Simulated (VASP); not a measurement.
# Ti2AlN (space group P6_3/mmc): computed properties

Method: PBEsol GGA, VASP's PBE PAW potentials (set 64) (plane waves; VASP).

```yaml
space_group: P6_3/mmc (194)
cell: a = b = 2.963 Å, c = 13.560 Å, α = β = 90.00°, γ = 120.00°
volume_per_atom: 12.88 Å³/atom
band gap (over mesh and band path): none (metal, semimetal or under 0.01 eV)
density: 4.41 g/cm³
```

AlTi2N has the hexagonal space group P6₃/mmc (No. 194), Pearson symbol hP8. Lattice parameters: a = b = 2.9625 Å, c = 13.5600 Å, α = β = 90.00°, γ = 120.00°. Ti on 4f has 3 N at 2.063 Å and 3 Al at 2.816 Å and 9 Ti at 2.872–2.963 Å. Al on 2d is coordinated by 6 Ti at 2.816 Å. N on 2a is coordinated by 6 Ti at 2.063 Å (octahedral). (Neighbours: up to the widest gap in distance over summed covalent radii, below 1.35, at either atom; cation-cation and far metal-metal contacts left out.)

The structure comes from a computed database's Ti2AlN entry (P6_3/mmc); how it stands against other phases isn't given here. It was relaxed first. Symmetry was kept, so distortions that lower it aren't found.
